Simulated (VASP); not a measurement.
VASP input:

**KPOINTS**
```
Automatic mesh
0
Gamma
6 6 6
0 0 0
```

INCAR:
```
SYSTEM = BaTe
PREC = Accurate
ENCUT = 520
EDIFF = 1E-6
NELM = 100
ALGO = Normal
LREAL = .FALSE.
LASPH = .TRUE.
ISMEAR = 0
SIGMA = 0.05
GGA = ML
ZAB_VDW = -1.8867
LUSE_VDW = .TRUE.
AGGAC = 0.0
LMAXMIX = 4
LWAVE = .FALSE.
LCHARG = .FALSE.
IBRION = 2
ISIF = 3
NSW = 60
EDIFFG = -0.01
```

File POSCAR:
```
BaTe
1
    0.0000000000     3.5000000000     3.5000000000
    3.5000000000     0.0000000000     3.5000000000
    3.5000000000     3.5000000000     0.0000000000
Ba Te
1 1
Direct
  0.0000000000   0.0000000000   0.0000000000
  0.5000000000   0.5000000000   0.5000000000
```

POTCAR, in this order: Ba_sv Te (PBE.64 set). Program: vasp_std.

Write an equivalent input for Quantum ESPRESSO's pw.x.

One equivalent input (not run):
```
&CONTROL
  calculation = 'vc-relax'
  pseudo_dir = './pseudo'
  outdir = './out'
  tprnfor = .true.
  tstress = .true.
  nstep = 60
  forc_conv_thr = 0.00039
/
&SYSTEM
  ibrav = 0
  nat = 2
  ntyp = 2
  ecutwfc = 82.3
  occupations = 'smearing'
  smearing = 'gaussian'
  degauss = 0.003675
  input_dft = 'vdw-df2'
/
&ELECTRONS
  conv_thr = 7.3e-08
  electron_maxstep = 100
/
&IONS
/
&CELL
/
ATOMIC_SPECIES
  Ba 137.327 Ba.upf
  Te 127.600 Te.upf
CELL_PARAMETERS angstrom
     0.0000000    3.5000000    3.5000000
     3.5000000    0.0000000    3.5000000
     3.5000000    3.5000000    0.0000000
ATOMIC_POSITIONS crystal
  Ba   0.0000000  0.0000000  0.0000000
  Te   0.5000000  0.5000000  0.5000000
K_POINTS automatic
  6 6 6 0 0 0
```
Limits of the translation: the potentials are each code's own (VASP's PAW set, PseudoDojo norm-conserving files in pw.x), so ENCUT and ecutwfc are chosen apart and not converted; conv_thr bounds pw.x's estimated SCF error, while EDIFF bounds the energy change between steps; forc_conv_thr acts on force components and is met together with etot_conv_thr.

The compound is BaTe in the rock salt structure. This run relaxes it. Symmetry was kept, so distortions that lower it aren't found.
